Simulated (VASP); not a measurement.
Write the native input for VASP 6.6.1 that does the following.

| Quantity | Value |
| --- | --- |
| Task | relaxation of cell and atoms |
| Functional | LDA |
| Potentials or basis | VASP PAW LDA potentials, release 64 (Ga_d, Ge_d) |
| Cutoff | 600 eV |
| k mesh | 7 × 7 × 7 |
| Occupations | gaussian, width 0.05 eV |
| Spin | no spin polarisation |
| Further INCAR settings | ALGO = Fast; EDIFF = 1e-07; IBRION = 2; EDIFFG = -0.02; NSW = 60; ISIF = 3 |

The structure of GaGe7 lies in POSCAR:

```
GaGe7
1.0
    5.6460000000      0.0000000000      0.0000000000
    0.0000000000      5.6460000000      0.0000000000
    0.0000000000      0.0000000000      5.6460000000
Ga Ge
1 7
Direct
    0.0000000000      0.0000000000      0.0000000000
    0.0000000000      0.5000000000      0.5000000000
    0.5000000000      0.0000000000      0.5000000000
    0.5000000000      0.5000000000      0.0000000000
    0.2500000000      0.2500000000      0.2500000000
    0.2500000000      0.7500000000      0.7500000000
    0.7500000000      0.2500000000      0.7500000000
    0.7500000000      0.7500000000      0.2500000000
```

The cell was built by a generator and needn't be a form met in nature.

One way to write it, as run:

INCAR

```
PREC = Accurate
ENCUT = 600
EDIFF = 1E-7
ISMEAR = 0
SIGMA = 0.05
LREAL = False
LASPH = True
NELM = 60
ALGO = Fast
ISIF = 3
LWAVE = False
LCHARG = False
GGA = CA
IBRION = 2
NSW = 60
EDIFFG = -0.02
```

KPOINTS

```
Automatic mesh
0
Gamma
  7 7 7
```

Potentials or basis: VASP PAW LDA potentials, release 64 (Ga_d, Ge_d).

The run is started by

```sh
$ cat potpaw_LDA.64/Ga_d/POTCAR potpaw_LDA.64/Ge_d/POTCAR > POTCAR
$ mpirun -np 1 vasp_std > vasp.out
```

Results of the run:

| Item | Value |
| --- | --- |
| Relaxed volume | 22.25 Å³/atom |
| Relaxed cell | a = 5.625 Å, b = 5.625 Å, c = 5.625 Å, α = 90.00°, β = 90.00°, γ = 90.00° |
| Space group after relaxing (to 0.05 Å) | P-43m (No. 215) |
| Energy gained by relaxing | 1.9 meV/atom |
| Ionic steps | 4 |
| Pressure after relaxing | 0.1 GPa |
| Band gap on the k mesh | none (metal or under the smearing width) |

Wall time 9.1 min on 1 thread of Intel(R) Xeon(R) 6975P-C (Granite Rapids), with other jobs on the host, peak memory 0.4 GiB.
